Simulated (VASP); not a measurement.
```xyz
4
Lattice="4.1133 0.0000 0.0000 -2.0567 3.5623 0.0000 0.0000 0.0000 6.7732" Properties=species:S:1:pos:R:3 pbc="T T T"
Sn     0.0000     2.3748     4.4961
Sn     2.0567     1.1874     2.2771
P      4.1133     0.0000     5.6848
P      4.1133     0.0000     1.0884
```

The numbers are results of PBEsol GGA, VASP's PBE PAW potentials (set 64) (plane waves; VASP), not measurements. Run with 400 eV cut-off, Gaussian smearing of 0.050 eV, potentials Sn_d P.

Problem. Give the energies of bands 13 to 22 at the high-symmetry points, in eV from the Fermi level.

Solution. 
| band | Γ | M | K | A | L | H |
|---|---|---|---|---|---|---|
| 13 | -8.87 | -8.33 | -7.92 | -6.54 | -8.21 | -7.80 |
| 14 | -2.61 | -7.20 | -7.92 | -5.91 | -7.27 | -7.80 |
| 15 | -2.61 | -5.42 | -5.34 | -2.58 | -4.66 | -5.06 |
| 16 | -2.32 | -3.83 | -4.17 | -2.58 | -3.43 | -5.06 |
| 17 | -1.77 | -3.43 | -4.17 | -0.99 | -3.39 | -4.41 |
| 18 | -0.99 | -1.84 | -2.60 | -0.99 | -2.71 | -0.73 |
| 19 | -0.99 | -1.36 | -2.60 | -0.37 | -1.51 | -0.59 |
| 20 | -0.22 | 0.57 | 2.14 | 0.77 | 0.23 | -0.59 |
| 21 | 1.92 | 1.49 | 2.52 | 1.57 | 0.63 | 1.51 |
| 22 | 1.92 | 1.71 | 3.86 | 1.57 | 2.60 | 1.51 |

It has no gap at this level: it comes out as a metal or semimetal.

The structure comes from a computed database's SnP entry (P-3m1); how it stands against other phases isn't given here. It was relaxed first.
